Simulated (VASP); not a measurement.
Input:

```xyz
6
Lattice="4.5193 0.0000 0.0000 -2.2597 3.9139 0.0000 0.0000 0.0000 10.1736" Properties=species:S:1:pos:R:3 pbc="T T T"
Hg     1.4662     2.5395     0.0000
Hg     1.5870     0.0000     6.7824
Hg    -0.7935     1.3744     3.3912
Te     1.2235     2.1192     5.0868
Te     2.0724     0.0000     1.6956
Te     3.4832     1.7947     8.4780
```

Level of theory: PBEsol GGA, VASP's PBE PAW potentials (set 64) (plane waves; VASP). Run with 400 eV cut-off, 6×6×3 Γ-centred mesh, tetrahedra with Blöchl corrections, potentials Hg Te.

Question: Estimate the energy per atom (σ→0).

Answer: 
```yaml
energy per atom (σ→0): -207.2 kJ/mol of atoms
```

The structure comes from a computed database's HgTe entry (P3_221); how it stands against other phases isn't given here. It was relaxed first, which changed the volume by -8 %.
